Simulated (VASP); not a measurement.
CoSi2:

```
Co Si
1.0
     0.00000    2.67800    2.67800
     2.67800    0.00000    2.67800
     2.67800    2.67800    0.00000
Co Si
1 2
Direct
  0.00000 0.00000 0.00000
  0.25000 0.25000 0.25000
  0.75000 0.75000 0.75000
```

* Program: VASP 6.6.1
* Task: relaxation of cell and atoms
* Functional: PBEsol
* Potentials or basis: VASP PAW PBE potentials, release 64 (Co, Si)
* Cutoff: 600 eV
* k mesh: 12 × 12 × 12
* Occupations: methfessel-paxton, width 0.1 eV
* Spin: no spin polarisation

At the start: pressure -4.5 GPa; volume 12.80 Å³/atom.

Question: Where does the relaxation end?

Answer: Over 4 steps the energy falls by 4.4 meV/atom and the volume is 12.49 Å³/atom (-2.4 %); space group Fm-3m (No. 225, to 0.05 Å).

Step by step:
| step | energy change (eV) | largest force (eV/Å) | pressure (GPa) | volume (Å³) |
| --- | --- | --- | --- | --- |
| 1 | 0.0000 | 0.0000 | -4.52 | 38.41 |
| 2 | 0.0058 | 0.0000 | 5.89 | 36.44 |
| 3 | -0.0132 | 0.0000 | -0.14 | 37.50 |
| 4 | -0.0132 | 0.0000 | 0.06 | 37.47 |

Final structure:
```
CELL_PARAMETERS angstrom
0.00000 2.65603 2.65603
2.65603 0.00000 2.65603
2.65603 2.65603 0.00000
ATOMIC_POSITIONS crystal
Co 0.00000 0.00000 0.00000
Si 0.25000 0.25000 0.25000
Si 0.75000 0.75000 0.75000
```

Caveat: the PAW data sets were made with another functional, which shifts forces and pressure a little.
